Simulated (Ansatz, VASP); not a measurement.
## B6H10N (B6H10N (Fm-3)): VASP beside Ansatz

One calculation is typed for both programs; each brings its own data sets. How far apart do they land? Of the first pair: The structure shown is the start of the Ansatz relaxation below; VASP solves that cell, so the two are compared at the walk's first step.

Main program and level: Ansatz 0.2.0; plane waves, with VASP 6.6.1 beside it; PBEsol.

## Step 1: The structure

The structure is cubic, space group Fm-3 (No. 202). The conventional cell has a = 10.847 Å, b = 10.847 Å, c = 10.847 Å, α = 90.00°, β = 90.00°, γ = 90.00°. B has 1 H at 1.20 Å and 5 B at 1.77 to 1.78 Å nearest. Nearest to H lie 1 N at 1.03 Å. Nearest to H lie 1 B at 1.20 Å. Nearest to N lie 4 H at 1.03 Å. Farther neighbours and most contacts between anions are not listed.

## Step 2: Ansatz: relaxation, PBEsol

Ansatz runs on its default PAW (the set named soft_2) files.

The two programs are compared at the cell with which this relaxation starts, whose forces are those of its first step.

The input, input.yaml:

```yaml
crystal:
  lattice:
    - [0.0, 5.4234952, 5.4234952]
    - [5.4234952, 0.0, 5.4234952]
    - [5.4234952, 5.4234952, 0.0]
  atoms:
    - { symbol: B, position: [0.55115732, 0.71431318, 0.28568682] }
    - { symbol: B, position: [0.71431318, 0.55115732, 0.44884268] }
    - { symbol: B, position: [0.44884268, 0.28568682, 0.71431318] }
    - { symbol: B, position: [0.28568682, 0.55115732, 0.71431318] }
    - { symbol: B, position: [0.28568682, 0.71431318, 0.44884268] }
    - { symbol: B, position: [0.44884268, 0.71431318, 0.55115732] }
    - { symbol: B, position: [0.71431318, 0.28568682, 0.55115732] }
    - { symbol: B, position: [0.55115732, 0.44884268, 0.71431318] }
    - { symbol: B, position: [0.71431318, 0.44884268, 0.28568682] }
    - { symbol: B, position: [0.55115732, 0.28568682, 0.44884268] }
    - { symbol: B, position: [0.44884268, 0.55115732, 0.28568682] }
    - { symbol: B, position: [0.28568682, 0.44884268, 0.55115732] }
    - { symbol: H, position: [0.69540916, 0.91377252, 0.69540916] }
    - { symbol: H, position: [0.69540916, 0.69540916, 0.91377252] }
    - { symbol: H, position: [0.91377252, 0.69540916, 0.69540916] }
    - { symbol: H, position: [0.69540916, 0.69540916, 0.69540916] }
    - { symbol: H, position: [0.30459084, 0.08622748, 0.30459084] }
    - { symbol: H, position: [0.30459084, 0.30459084, 0.08622748] }
    - { symbol: H, position: [0.08622748, 0.30459084, 0.30459084] }
    - { symbol: H, position: [0.30459084, 0.30459084, 0.30459084] }
    - { symbol: H, position: [0.58867206, 0.86585076, 0.13414923] }
    - { symbol: H, position: [0.86585076, 0.58867206, 0.41132794] }
    - { symbol: H, position: [0.41132794, 0.13414923, 0.86585077] }
    - { symbol: H, position: [0.13414923, 0.58867206, 0.86585077] }
    - { symbol: H, position: [0.13414923, 0.86585076, 0.41132794] }
    - { symbol: H, position: [0.41132794, 0.86585077, 0.58867206] }
    - { symbol: H, position: [0.13414923, 0.41132794, 0.58867206] }
    - { symbol: H, position: [0.41132794, 0.58867206, 0.13414923] }
    - { symbol: H, position: [0.58867206, 0.13414923, 0.41132794] }
    - { symbol: H, position: [0.86585077, 0.41132794, 0.13414923] }
    - { symbol: H, position: [0.58867206, 0.41132794, 0.86585077] }
    - { symbol: H, position: [0.86585077, 0.13414923, 0.58867206] }
    - { symbol: "N", position: [0.75, 0.75, 0.75] }
    - { symbol: "N", position: [0.25, 0.25, 0.25] }
basis:
  ecutwfc: 420
  xc_grid: 2
hamiltonian:
  xc: pbesol
kpoints:
  mp_grid: { grid: [5, 5, 5] }
scf:
  occupations: { method: fermi_dirac, width: 0.01 }
  max_iter: 150
output:
  forces: true
  stress: true
relax:
  f_tol: 0.01
  max_steps: 60
  cell: {}
checkpoint:
  write: "../pbesol.run"
  compress: false
  write_wavefunctions: false
  write_every: 100000
```

Command:

```console
$ ansatz run input.yaml --threads 4 --pin off --max-ram 6594MiB --backend cpu --events-out ev --progress --plain --runs-dir out
```

Numbers of over 12 decimals in the logs are rounded to 6 here.

What it wrote:

```text
Engine: ansatz 0.2.0, x86_64-unknown-linux-gnu
Pseudopotentials: kind: paw
Pseudopotential: B, paw, valence charge 3, recommended cutoff 420 eV (normal), B.paw.azcp
Pseudopotential: H, paw, valence charge 1, recommended cutoff 420 eV (normal), H.paw.azcp
Pseudopotential: N, paw, valence charge 5, recommended cutoff 420 eV (normal), N.paw.azcp
Functional definition: PBEsol
  exchange = pbesol_x
  correlation = pbesol_c
Crystal: 34 atoms, lattice volume = 319.057 Å³
Basis set: ecut = 420 eV, 6231 PW (Γ), exchange–correlation on 108×108×108 points (8 copies of the dense FFT grid, shifted against one another)
Bands: 67, of which v1, the nominal top of the filled ones, is band 33 counted from 1 (32 counted from 0)
Symmetry: 24 space group operations
Space group: Fm-3 (ITA 202), of the structure as read, at distance tolerance 6.8e-5 Å
k-points: 11 of 125
Non-local potential: B, projectors of the file, l = 0: 2, l = 1: 2, l = 2: 1
Non-local potential: H, projectors of the file, l = 0: 2, l = 1: 1
Non-local potential: N, projectors of the file, l = 0: 2, l = 1: 2, l = 2: 1
PAW form: soft (Blöchl's): semilocal exchange-correlation on the pseudo side does not see the compensation charge
PAW frozen core: B, regenerated for the run's functional, and the local potential with it (the file was generated under x = pbe(κ = 0.804, μ = 0.219515), c = pbe(β = 0.066725))
PAW frozen core: N, regenerated for the run's functional, and the local potential with it (the file was generated under x = pbe(κ = 0.804, μ = 0.219515), c = pbe(β = 0.066725))
PAW one-centre angular grid: B, 110 points (default); XC on 64 Gauss nodes
PAW one-centre angular grid: H, 110 points (default); XC on 64 Gauss nodes
PAW one-centre angular grid: N, 110 points (default); XC on 64 Gauss nodes
Initial density: superposition of atomic densities (neutral atoms: chi_scale 0, normalization atom), corrected by the library's trained network
Initial wavefunctions: pseudopotential atomic-orbital guess
Functional: x = pbesol(κ = 0.804, μ = 0.123457), c = pbesol(β = 0.046)
SCF iter   1: F=—  HF=-2910.830078 eV  |F-HF|=—  |Δ(HF+E_count)|=         —  Δρ=4.82e-3  dr2=1.07e-1  ethr=1.77e-3  ⟨swp⟩=6.4  Hψ=3784  notcnv=0  defer=152
preconditioner: auto → Resta (q_TF=auto, 2.098 Å⁻¹)  ε∞=2.4  [insulator: Δε(μ)=5.695 eV  Ē_g=14.440 eV  σ=0.010 eV  W_gap=1.00  n_scr=58 (ndim 8)  ℏωp=16.9 eV  f_vac=0.197  D(μ)=0.00/eV (n_scr^D=0)  ε∞_Penn≈2.4]
SCF iter   2: F=—  HF=-2910.808833 eV  |F-HF|=—  |Δ(HF+E_count)|=   2.12e-2  Δρ=2.58e-3  dr2=1.49e-2  ethr=1.62e-4  ⟨swp⟩=3.0  Hψ=1280  notcnv=0  defer=303
SCF iter   3: F=—  HF=-2910.806553 eV  |F-HF|=—  |Δ(HF+E_count)|=   2.28e-3  Δρ=7.90e-4  dr2=2.43e-3  ethr=2.26e-5  ⟨swp⟩=2.6  Hψ=735  notcnv=0  defer=303
SCF iter   4: F=—  HF=-2910.806332 eV  |F-HF|=—  |Δ(HF+E_count)|=   2.21e-4  Δρ=1.68e-4  dr2=1.02e-4  ethr=3.68e-6  ⟨swp⟩=2.1  Hψ=848  notcnv=0  defer=303
SCF iter   5: F=—  HF=-2910.806347 eV  |F-HF|=—  |Δ(HF+E_count)|=   1.55e-5  Δρ=6.96e-5  dr2=1.30e-5  ethr=1.55e-7  ⟨swp⟩=2.0  Hψ=797  notcnv=0  defer=303
SCF iter   6: F=—  HF=-2910.806299 eV  |F-HF|=—  |Δ(HF+E_count)|=   4.84e-5  Δρ=8.81e-6  dr2=5.53e-7  ethr=1.96e-8  ⟨swp⟩=2.1  Hψ=781  notcnv=0  defer=303
SCF iter   7: F=-2910.806299 eV  HF=-2910.806299 eV  |F-HF|=4.86e-8  |Δ(HF+E_count)|=   3.45e-8  Δρ=1.89e-6  dr2=2.77e-8  ethr=1.52e-10  ⟨swp⟩=5.0  Hψ=2038  notcnv=0
SCF 1 converged in 7 iterations: F = -2910.806299 eV  dr2 = 2.77e-8
  greatest PAW one-centre occupation: 0.803 electrons in one spin orbital (limit 2), on the N atom at site 33 (counted from 0), in its partial waves of l = 0
relax step   1: F+E_penalty+E_count = -2910.80629875 eV  Δ(F+E_penalty+E_count) = +0.000e0 eV  max|allowed force component| = 3.044e-1 eV/Å  Δτ_max = 0.0000 Å  P = +0.790 GPa  Ω = 319.057 Å³  (7 SCF iters, dr2 threshold 1.00e-7 eV, accepted)
[...]
relax step   6: F+E_penalty+E_count = -2910.86081897 eV  Δ(F+E_penalty+E_count) = -1.858e-3 eV  max|allowed force component| = 2.341e-3 eV/Å  Δτ_max = 0.0025 Å  P = +0.014 GPa  Ω = 311.654 Å³  energy of the carried Pulay correction = +1.702e-3 eV  (6 SCF iters, dr2 threshold 6.90e-9 eV, accepted)
[...]
relax step   7: F+E_penalty+E_count = -2910.85871195 eV  Δ(F+E_penalty+E_count) = +2.107e-3 eV  max|allowed force component| = 2.359e-3 eV/Å  Δτ_max = 0.0000 Å  P = +0.011 GPa  Ω = 311.654 Å³  stress off target by 1.11e-2 GPa  SCF on the basis re-selected at this cell (its energy is not comparable with the rows above)  (4 SCF iters)
basis re-selected at this cell: Δ(F+E_penalty+E_count) = +2.107e-3 eV, ΔP = -0.003 GPa vs the last step (what re-selecting the basis moved, of the pressure what is left beyond the Pulay correction that the steps carried, after the strain that the cell walked since its last selection, with what the two solves' SCF thresholds leave and, on support functions, any second-order correction that the steps lacked; it is no m [...]
SCF converged after 4 iterations
Free energy (F): -2910.858712 eV
Harris-Foulkes:  -2910.858712 eV  (|F-HF|=3.56e-10)
Internal energy: -2910.858712 eV  (E = F + TS)
E sigma→0 (E₀):  -2910.858712 eV
Fermi energy:    1.536143 eV
--- Per-component energies (eV) ---
  E_band       = -403.998054
  E_kinetic    = 1135.908123
  E_local      = -3256.494158  (includes V_loc(G=0)·N_el)
  E_nonlocal   = 260.379968
  E_hartree    = 1190.342835
  E_xc         = -679.030760
  E_vxc        = -837.618006  (∫ρ·V_xc dr)
  E_paw        = -1163.740002  (= ΣΔE_a)
  E_vpaw       = -86.834953  (= ΣTr[D̂ρ^β])
  E_aug_tail   = -0.024612  (compensation charges beyond the density's cutoff)
  E_ewald      = -398.432835
  E_core_change = 0.232729  (= ΣΔE_core)
  E_smearing   = -0.000000  (= −TS)
  E_closure    = -0.000000  (closes the sum)
  Σ components = -2910.858712   (vs F -2910.858712, Δ=0.00e0)
--- Forces (eV/Å), atoms counted from 1 ---
  atom   1  B      0.00000000    -0.00235900     0.00181772
  atom   2  B     -0.00000000     0.00235900     0.00181772
  atom   3  B     -0.00000000     0.00235900    -0.00181772
  atom   4  B      0.00181772     0.00000000    -0.00235900
  atom   5  B      0.00235900    -0.00181772     0.00000000
  atom   6  B      0.00181772     0.00000000     0.00235900
  atom   7  B     -0.00235900     0.00181772    -0.00000000
  atom   8  B      0.00235900     0.00181772     0.00000000
  atom   9  B     -0.00181772    -0.00000000     0.00235900
  atom  10  B     -0.00181772    -0.00000000    -0.00235900
  atom  11  B     -0.00235900    -0.00181772    -0.00000000
  atom  12  B      0.00000000    -0.00235900    -0.00181772
  atom  13  H      0.00023117    -0.00023117     0.00023117
  atom  14  H      0.00023117     0.00023117    -0.00023117
  atom  15  H     -0.00023117     0.00023117     0.00023117
  atom  16  H     -0.00023117    -0.00023117    -0.00023117
  atom  17  H     -0.00023117     0.00023117    -0.00023117
  atom  18  H     -0.00023117    -0.00023117     0.00023117
  atom  19  H      0.00023117    -0.00023117    -0.00023117
  atom  20  H      0.00023117     0.00023117     0.00023117
  atom  21  H     -0.00000000    -0.00089822     0.00159854
  atom  22  H      0.00000000     0.00089822     0.00159854
  atom  23  H      0.00000000     0.00089822    -0.00159854
  atom  24  H      0.00159854    -0.00000000    -0.00089822
  atom  25  H      0.00089822    -0.00159854    -0.00000000
  atom  26  H      0.00159854    -0.00000000     0.00089822
  atom  27  H     -0.00000000    -0.00089822    -0.00159854
  atom  28  H     -0.00089822    -0.00159854    -0.00000000
  atom  29  H     -0.00159854     0.00000000    -0.00089822
  atom  30  H     -0.00159854     0.00000000     0.00089822
  atom  31  H      0.00089822     0.00159854     0.00000000
  atom  32  H     -0.00089822     0.00159854     0.00000000
  atom  33  N      0.00000000    -0.00000000    -0.00000000
  atom  34  N     -0.00000000     0.00000000     0.00000000
  max |Σ_I F_I| component: 5.42e-18 eV/Å
--- Stress (GPa, compression-positive) ---
        0.011133      -0.000000      -0.000000
       -0.000000       0.011133      -0.000000
       -0.000000      -0.000000       0.011133
  P = ⅓ Tr σ = 0.0111 GPa (0.111 kbar)
--- Relaxed structure (5 steps of the walk, 5 accepted, 2 SCFs on fresh bases) ---
  F+E_penalty+E_count = -2910.85871195 eV   max|allowed force component| = 2.359e-3 eV/Å   (the final SCF, on the basis selected at the relaxed cell)
  cell:  # Å, volume = 311.6542 Å³
    - [0, 5.381223, 5.381223]
    - [5.381223, 0, 5.381223]
    - [5.381223, 5.381223, 0]
  atoms:
    - { symbol: B, position: [0.551423, 0.715567, 0.284433] }
    - { symbol: B, position: [0.715567, 0.551423, 0.448577] }
    - { symbol: B, position: [0.448577, 0.284433, 0.715567] }
    - { symbol: B, position: [0.284433, 0.551423, 0.715567] }
    - { symbol: B, position: [0.284433, 0.715567, 0.448577] }
    - { symbol: B, position: [0.448577, 0.715567, 0.551423] }
    - { symbol: B, position: [0.715567, 0.284433, 0.551423] }
    - { symbol: B, position: [0.551423, 0.448577, 0.715567] }
    - { symbol: B, position: [0.715567, 0.448577, 0.284433] }
    - { symbol: B, position: [0.551423, 0.284433, 0.448577] }
    - { symbol: B, position: [0.448577, 0.551423, 0.284433] }
    - { symbol: B, position: [0.284433, 0.448577, 0.551423] }
    - { symbol: H, position: [0.694278, 0.917166, 0.694278] }
    - { symbol: H, position: [0.694278, 0.694278, 0.917166] }
    - { symbol: H, position: [0.917166, 0.694278, 0.694278] }
    - { symbol: H, position: [0.694278, 0.694278, 0.694278] }
    - { symbol: H, position: [0.305722, 0.082834, 0.305722] }
    - { symbol: H, position: [0.305722, 0.305722, 0.082834] }
    - { symbol: H, position: [0.082834, 0.305722, 0.305722] }
    - { symbol: H, position: [0.305722, 0.305722, 0.305722] }
    - { symbol: H, position: [0.589137, 0.869712, 0.130288] }
    - { symbol: H, position: [0.869712, 0.589137, 0.410863] }
    - { symbol: H, position: [0.410863, 0.130288, 0.869712] }
    - { symbol: H, position: [0.130288, 0.589137, 0.869712] }
    - { symbol: H, position: [0.130288, 0.869712, 0.410863] }
    - { symbol: H, position: [0.410863, 0.869712, 0.589137] }
    - { symbol: H, position: [0.130288, 0.410863, 0.589137] }
    - { symbol: H, position: [0.410863, 0.589137, 0.130288] }
    - { symbol: H, position: [0.589137, 0.130288, 0.410863] }
    - { symbol: H, position: [0.869712, 0.410863, 0.130288] }
    - { symbol: H, position: [0.589137, 0.410863, 0.869712] }
    - { symbol: H, position: [0.869712, 0.130288, 0.589137] }
    - { symbol: N, position: [0.750000, 0.750000, 0.750000] }
    - { symbol: N, position: [0.250000, 0.250000, 0.25] }
```

Reading the cycles: dr2 is the Hartree energy of the density residual (eV), the measure of convergence; HF is the Harris–Foulkes estimate of the energy, which meets the free energy F at convergence.

## Step 3: VASP: single point, PBEsol, start cell, pair 1

The same cell, functional, mesh and smearing now go to VASP, with its own data sets.

Lines of VASP's logs that name or quote its potential files are left out, and so is its time.

The input, INCAR:

```
SYSTEM = B6H10N
PREC = Accurate
ENCUT = 520
EDIFF = 1E-06
NELM = 120
ISMEAR = -1
SIGMA = 0.01
LREAL = Auto
ALGO = Normal
GGA = PS
NBANDS = 56
LORBIT = 11
LWAVE = .FALSE.
LCHARG = .FALSE.
ISIF = 2
LASPH = .TRUE.
GGA_COMPAT = .FALSE.
EFERMI = MIDGAP
KPAR = 4
```

The input, POSCAR:

```
B6H10N
1.0
    0.0000000000      5.4234950000      5.4234950000
    5.4234950000      0.0000000000      5.4234950000
    5.4234950000      5.4234950000      0.0000000000
B H N
12 20 2
Direct
    0.5511573718      0.7143132334      0.2856868588
    0.7143132334      0.5511573718      0.4488427204
    0.4488427204      0.2856868588      0.7143132334
    0.2856868588      0.5511573718      0.7143132334
    0.2856868588      0.7143132334      0.4488427204
    0.4488427204      0.7143132334      0.5511573718
    0.7143132334      0.2856868588      0.5511573718
    0.5511573718      0.4488427204      0.7143132334
    0.7143132334      0.4488427204      0.2856868588
    0.5511573718      0.2856868588      0.4488427204
    0.4488427204      0.5511573718      0.2856868588
    0.2856868588      0.4488427204      0.5511573718
    0.6954091873      0.9137726226      0.6954091873
    0.6954091873      0.6954091873      0.9137726226
    0.9137726226      0.6954091873      0.6954091873
    0.6954091873      0.6954091873      0.6954091873
    0.3045909049      0.0862274696      0.3045909049
    0.3045909049      0.3045909049      0.0862274696
    0.0862274696      0.3045909049      0.3045909049
    0.3045909049      0.3045909049      0.3045909049
    0.5886721109      0.8658508489      0.1341492433
    0.8658508489      0.5886721109      0.4113279813
    0.4113279813      0.1341492433      0.8658508489
    0.1341492433      0.5886721109      0.8658508489
    0.1341492433      0.8658508489      0.4113279813
    0.4113279813      0.8658508489      0.5886721109
    0.1341492433      0.4113279813      0.5886721109
    0.4113279813      0.5886721109      0.1341492433
    0.5886721109      0.1341492433      0.4113279813
    0.8658508489      0.4113279813      0.1341492433
    0.5886721109      0.4113279813      0.8658508489
    0.8658508489      0.1341492433      0.5886721109
    0.7500000461      0.7500000461      0.7500000461
    0.2500000461      0.2500000461      0.2500000461
```

The input, KPOINTS:

```
Automatic mesh
0
Gamma
5 5 5
0 0 0
```

The projector-augmented-wave data sets are B, H and N (PBE family, release 64).

Command:

```console
$ mpirun -np 4 vasp_std
```

What it wrote:

```text
[banner, memory and clock lines left out]
running    4 mpi-ranks, on    1 nodes
[...]
|                                                                             |
|               ----> ADVICE to this user running VASP <----                  |
|                                                                             |
|     You enforced a specific xc type in the INCAR file but a different       |
|     [... a line on the potential file left out ...]
|     I HOPE YOU KNOW WHAT YOU ARE DOING!                                     |
|                                                                             |

 LDA part: xc-table for (Slater+PW92), standard interpolation
 POSCAR, INCAR and KPOINTS ok, starting setup
[...]
entering main loop
       N       E                     dE             d eps       ncg     rms          rms(c)
DAV:   1     0.203555669628E+03    0.20356E+03   -0.27690E+04  1240   0.991E+02
DAV:   2    -0.170213809217E+03   -0.37377E+03   -0.35962E+03  1616   0.210E+02
DAV:   3    -0.193901678042E+03   -0.23688E+02   -0.23563E+02  1608   0.543E+01
DAV:   4    -0.194318204969E+03   -0.41653E+00   -0.41603E+00  1640   0.804E+00
[...]
DAV:  14    -0.176482055678E+03   -0.13377E-05   -0.48463E-05  1432   0.326E-02    0.103E-02
DAV:  15    -0.176482050966E+03    0.47119E-05   -0.91039E-06  1512   0.137E-02    0.210E-03
DAV:  16    -0.176482051047E+03   -0.81206E-07   -0.17083E-06  1096   0.558E-03
   1 F= -.17648205E+03 E0= -.17648205E+03  d E =0.000000E+00
```

OUTCAR, selected parts (step 3):

```text
  Total        1.5011928      1.5011928      1.5011928      0.0000000     -0.0000000      0.0000000
  in kB        7.5384025      7.5384025      7.5384025      0.0000000     -0.0000000      0.0000000
  external PRESSURE =       7.5384025 kB  Pullay stress =       0.0000000 kB

 POSITION                                       TOTAL-FORCE (eV/Angst)
 -----------------------------------------------------------------------------------
      5.42350      4.53862      6.86327         0.000000      0.139781     -0.243449
      5.42350      6.30837      6.86327         0.000000     -0.139781     -0.243449
      5.42350      6.30837      3.98372         0.000000     -0.139781      0.243449
      6.86327      5.42350      4.53862        -0.243449      0.000000      0.139781
      6.30837      3.98372      5.42350        -0.139781      0.243449     -0.000000
      6.86327      5.42350      6.30837        -0.243449      0.000000     -0.139781
      4.53862      6.86327      5.42350         0.139781     -0.243449     -0.000000
      6.30837      6.86327      5.42350        -0.139781     -0.243449     -0.000000
      3.98372      5.42350      6.30837         0.243449      0.000000     -0.139781
      3.98372      5.42350      4.53862         0.243449      0.000000      0.139781
      4.53862      3.98372      5.42350         0.139781      0.243449     -0.000000
      5.42350      4.53862      3.98372         0.000000      0.139781      0.243449
      8.72739      7.54310      8.72739         0.306430     -0.306430      0.306430
      8.72739      8.72739      7.54310         0.306430      0.306430     -0.306430
[...]
-----------------------------------------------------------------------------------
    total drift:                               -0.002052     -0.002052     -0.002052

  FREE ENERGIE OF THE ION-ELECTRON SYSTEM (eV)
  ---------------------------------------------------
  free  energy   TOTEN  =      -176.4820510471 eV

  energy  without entropy=     -176.4820510471  energy(sigma->0) =     -176.48205105

[... 3 further parts left out ...]
[key lines of the parts left out:]
E-fermi :   0.2484
```

The run ends at a pressure of 0.75 GPa, with forces up to 0.53 eV/Å.

(Continued in part 2 of 2.)

[Lines on the potential files, build, host, timing and source positions are cut from VASP's logs without a mark.]

[Logs are printed without paths, hosts, clocks, repeated set-up lines and the standing remarks that a program may print on its own settings, such as how far it seeks lower states.]

[Hosts, paths, dates, database ids (printed as entryN), source tags and the programs' standing remarks are cut or masked in the printed files.]
